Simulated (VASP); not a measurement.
These are r2SCAN+rVV10, VASP's PBE PAW potentials (set 64) (plane waves; VASP) values and carry that method's errors.

VASP input:

### INCAR
```
ALGO=Normal
BPARAM=11.95
CPARAM=0.0093
EDIFF=1E-7
ENCUT=520
ISIF=2
ISMEAR=0
LASPH=.TRUE.
LCHARG=.FALSE.
LMIXTAU=.TRUE.
LREAL=.FALSE.
LUSE_VDW=.TRUE.
LWAVE=.FALSE.
METAGGA=R2SCAN
NELM=100
PREC=Accurate
SIGMA=0.05
SYSTEM=NaF
```

### KPOINTS
```
Automatic mesh
0
Gamma
10 10 10
0 0 0
```

**POSCAR**
```
NaF
1
    0.0000000000     2.2521450723     2.2521450723
    2.2521450723     0.0000000000     2.2521450723
    2.2521450723     2.2521450723     0.0000000000
Na F
1 1
Direct
  0.0000000000   0.0000000000   0.0000000000
  0.5000000000   0.5000000000   0.5000000000
```

POTCAR, in this order: Na_pv F (PBE.64 set). Program: vasp_std.

What VASP printed:

**OUTCAR**
```
 ion  position               nearest neighbor table
   1  0.000  0.000  0.000-   2 2.25   2 2.25   2 2.25   2 2.25   2 2.25   2 2.25
   2  0.500  0.500  0.500-   1 2.25   1 2.25   1 2.25   1 2.25   1 2.25   1 2.25
  LATTYP: Found a face centered cubic cell.
 ALAT       =     4.5042901446
 Subroutine PRICEL returns:
 Original cell was already a primitive cell.
 Subroutine GETGRP returns: Found 48 space group operations
The static configuration has the point symmetry O_h .
The dynamic configuration has the point symmetry O_h .
 Subroutine INISYM returns: Found 48 space group operations
 Subroutine IBZKPT returns following result:
 Found     47 irreducible k-points:

 Following reciprocal coordinates:
            Coordinates               Weight
  0.000000  0.000000  0.000000      1.000000
  0.100000  0.000000  0.000000      8.000000
  0.200000  0.000000  0.000000      8.000000
  0.300000  0.000000  0.000000      8.000000
  0.400000  0.000000  0.000000      8.000000
  0.500000  0.000000  0.000000      4.000000
  0.100000  0.100000  0.000000      6.000000
  0.200000  0.100000  0.000000     24.000000
  0.300000  0.100000  0.000000     24.000000
  0.400000  0.100000  0.000000     24.000000
  0.500000  0.100000  0.000000     24.000000
 -0.400000  0.100000  0.000000     24.000000
 -0.300000  0.100000  0.000000     24.000000
 -0.200000  0.100000  0.000000     24.000000
 -0.100000  0.100000  0.000000     12.000000
  0.200000  0.200000  0.000000      6.000000
  0.300000  0.200000  0.000000     24.000000
  0.400000  0.200000  0.000000     24.000000
  0.500000  0.200000  0.000000     24.000000
 -0.400000  0.200000  0.000000     24.000000
 -0.300000  0.200000  0.000000     24.000000
 -0.200000  0.200000  0.000000     12.000000
  0.300000  0.300000  0.000000      6.000000
  0.400000  0.300000  0.000000     24.000000
...
```

OSZICAR:
```
       N       E                     dE             d eps       ncg     rms          rms(c)
DAV:   1     0.108384319617E+03    0.10838E+03   -0.84208E+03  1055   0.159E+03
DAV:   2    -0.977285258509E+01   -0.11816E+03   -0.11082E+03  1087   0.385E+02
DAV:   3    -0.154846145802E+02   -0.57118E+01   -0.56994E+01  1208   0.868E+01
DAV:   4    -0.155403601778E+02   -0.55746E-01   -0.55738E-01  1130   0.920E+00
DAV:   5    -0.155410130264E+02   -0.65285E-03   -0.65284E-03  1208   0.101E+00    0.476E+00
DAV:   6    -0.121722242901E+02    0.33688E+01   -0.13830E+00  1413   0.183E+01    0.161E+00
DAV:   7    -0.122183124810E+02   -0.46088E-01   -0.10853E+00  1034   0.142E+01    0.178E+00
DAV:   8    -0.122177970673E+02    0.51541E-03   -0.38101E-01  1034   0.937E+00    0.695E-01
DAV:   9    -0.118571047820E+02    0.36069E+00   -0.18065E-01  1034   0.518E+00    0.942E-01
DAV:  10    -0.120873769788E+02   -0.23027E+00   -0.23042E-01  1034   0.572E+00    0.199E-01
DAV:  11    -0.120852340265E+02    0.21430E-02   -0.46514E-03  1184   0.836E-01    0.237E-01
DAV:  12    -0.120854026945E+02   -0.16867E-03   -0.35479E-03  1037   0.938E-01    0.613E-02
DAV:  13    -0.120864965961E+02   -0.10939E-02   -0.15760E-03  1043   0.558E-01    0.522E-02
DAV:  14    -0.120865341732E+02   -0.37577E-04   -0.23776E-04  1100   0.213E-01    0.160E-02
DAV:  15    -0.120865382372E+02   -0.40640E-05   -0.40299E-06  1124   0.285E-02    0.132E-02
DAV:  16    -0.120865445514E+02   -0.63141E-05   -0.15920E-06  1094   0.222E-02    0.837E-03
DAV:  17    -0.120865491728E+02   -0.46214E-05   -0.53649E-07  1085   0.108E-02    0.464E-03
DAV:  18    -0.120865511113E+02   -0.19385E-05   -0.18343E-07  1103   0.612E-03    0.268E-03
DAV:  19    -0.120865544528E+02   -0.33414E-05   -0.15017E-07  1085   0.492E-03    0.717E-04
DAV:  20    -0.120865552246E+02   -0.77178E-06   -0.12801E-08   724   0.170E-03    0.172E-04
DAV:  21    -0.120865557569E+02   -0.53230E-06   -0.25431E-09   541   0.813E-04    0.756E-05
DAV:  22    -0.120865557664E+02   -0.95179E-08   -0.70468E-10   571   0.366E-04
   1 F= -.12086556E+02 E0= -.12086556E+02  d E =-.879989E-13
```

**OUTCAR**
```
------------------------ aborting loop because EDIFF is reached ----------------------------------------
  FORCE on cell =-STRESS in cart. coord.  units (eV):
  Direction    XX          YY          ZZ          XY          YZ          ZX
  --------------------------------------------------------------------------------------
  Total        0.2921941      0.2921941      0.2921941      0.0000000      0.0000000     -0.0000000
  in kB       20.4909886     20.4909886     20.4909886      0.0000000      0.0000000     -0.0000000
  external PRESSURE =      20.4909886 kB  Pullay stress =       0.0000000 kB
  volume of cell :       22.85
      direct lattice vectors                 reciprocal lattice vectors
     0.000000000  2.252145072  2.252145072    -0.222010565  0.222010565  0.222010565
     2.252145072  0.000000000  2.252145072     0.222010565 -0.222010565  0.222010565
     2.252145072  2.252145072  0.000000000     0.222010565  0.222010565 -0.222010565
  FREE ENERGIE OF THE ION-ELECTRON SYSTEM (eV)
  ---------------------------------------------------
  free  energy   TOTEN  =       -12.0865557664 eV

  energy  without entropy=      -12.0865557664  energy(sigma->0) =      -12.08655577
```
(Selected blocks of OUTCAR.)

File OUTCAR:
```
 val. band max:       -2.3534248328   @ k =   0.0000   0.0000   0.0000

 cond. band min:       5.2440657124   @ k =   0.0000   0.0000   0.0000


 Fermi energy:        -2.1259686073

 k-point     1 :       0.0000    0.0000    0.0000
  band No.  band energies     occupation
      1     -22.8006      2.00000
      2     -21.5596      2.00000
      3     -21.5592      2.00000
      4     -21.5592      2.00000
      5      -2.3535      2.00000
      6      -2.3534      2.00000
      7      -2.3534      2.00000
      8       5.2441      0.00000
      9      17.9761      0.00000
     10      17.9761      0.00000
     11      17.9761      0.00000

 k-point     2 :       0.1000    0.0000    0.0000
  band No.  band energies     occupation
      1     -22.8485      2.00000
      2     -21.5609      2.00000
      3     -21.5605      2.00000
      4     -21.4958      2.00000
      5      -2.5645      2.00000
      6      -2.3843      2.00000
      7      -2.3843      2.00000
      8       5.6214      0.00000
      9      16.6103      0.00000
     10      18.1751      0.00000
     11      18.1752      0.00000

 k-point     3 :       0.2000    0.0000    0.0000
  band No.  band energies     occupation
      1     -22.9561      2.00000
      2     -21.5643      2.00000
      3     -21.5639      2.00000
      4     -21.3466      2.00000
      5      -3.0584      2.00000
      6      -2.4643      2.00000
      7      -2.4643      2.00000
      8       6.5957      0.00000
      9      14.8416      0.00000
     10      18.7088      0.00000
     11      18.7090      0.00000

 k-point     4 :       0.3000    0.0000    0.0000
  band No.  band energies     occupation
      1     -23.0666      2.00000
      2     -21.5685      2.00000
      3     -21.5681      2.00000
      4     -21.1845      2.00000
      5      -3.5880      2.00000
      6      -2.5615      2.00000
      7      -2.5615      2.00000
      8       7.8578      0.00000
      9      13.4148      0.00000
...
```

The compound is NaF in the rock salt structure. This cell is one point of a volume scan, at 0.97 of the reference volume.
